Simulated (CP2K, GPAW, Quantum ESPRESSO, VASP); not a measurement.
## KPt: 4 runs at one level of theory

```
CELL_PARAMETERS angstrom
3.00085 0.00000 0.00000
-1.50042 2.59881 0.00000
0.00000 0.00000 5.34558
ATOMIC_POSITIONS crystal
Pt 0.66667 0.33333 0.00000
K 0.00000 0.00000 0.50000
```

The cell comes from a database or a generator and needn't be the stable form of this composition.

Alike in all runs: task single point; functional PBE; k mesh 10 × 10 × 5; occupations fermi-dirac, width 0.05 eV; no spin polarisation; no spin-orbit coupling. Pressure is positive in compression and, in plane waves, holds the error of the finite cutoff.

```tsv
program and potentials	plane-wave cutoff (eV)	notes	pressure (GPa)
GPAW, GPAW PAW data sets (gpaw-data 1.2.1)	600	12.5 valence electrons an atom on average	0.50
VASP, PBE PAW files K_sv, Pt, 520 eV	520	9.5 valence electrons an atom on average	?
CP2K, POTENTIAL_UZH Pt GTH-PBE-q18, K GTH-PBE-q9; TZVP-MOLOPT-PBE-GTH basis	-	atomic basis; 13.5 valence electrons an atom on average	0.23
Quantum ESPRESSO, SSSP 1.3 efficiency PBE	816	12.5 valence electrons an atom on average	0.09
```

**Question.** Estimate from the other rows what the run with VASP, PBE PAW files K_sv, Pt, 520 eV gave.

**Answer.** Pressure 0.51 GPa. The other rows, which needn't bracket it: pressure 0.09 to 0.50.
